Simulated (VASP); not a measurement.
HfO$_{2}$ (fluorite):

```
HfO2
1.0
    0.00000     2.54000     2.54000
    2.54000     0.00000     2.54000
    2.54000     2.54000     0.00000
Hf O
1 2
Cartesian
  0.00000   0.00000   0.00000
  1.27000   1.27000   1.27000
  3.81000   3.81000   3.81000
```

The highest filled band near X, direction along the valley's axis, from mBJ (TB09) with spin-orbit coupling in VASP (PAW); its two spin partners are averaged. The gap over the points computed is 5.69 eV, and the next band on that side lies 1.34 eV away at the edge.

Settings: 520 eV cut-off, 8×8×8 Γ-centred mesh, Gaussian smearing of 0.050 eV, potentials Hf_pv O.

```json
[
 {"distance from the edge in k (1/Å)": "0.018", "distance in energy (meV)": "3.9"},
 {"distance from the edge in k (1/Å)": "0.025", "distance in energy (meV)": "7.5"},
 {"distance from the edge in k (1/Å)": "0.035", "distance in energy (meV)": "14.7"},
 {"distance from the edge in k (1/Å)": "0.050", "distance in energy (meV)": "30.0"},
 {"distance from the edge in k (1/Å)": "0.070", "distance in energy (meV)": "59.0"}
]
```

### Question
Fit E(1 + αE) = ħ²k²/2m* (ħ²/2m0 = 3.810 eV Å²) and predict the row at 0.095 1/Å.

### Answer
The rows don't resolve α, so a parabola serves: the hole mass is m* = 0.317 m0, and so 108.6 meV. The run gave 107.3 meV, -1.3 meV from the fit.

Left out are points under 3 meV from the edge, since the levels carry 0.1 meV, and points farther than half the way to the next band.

The compound is HfO2 in the fluorite structure, the high-temperature cubic form, which is unstable at 0 K; the monoclinic form is the stable one. The cell was not relaxed at this level.
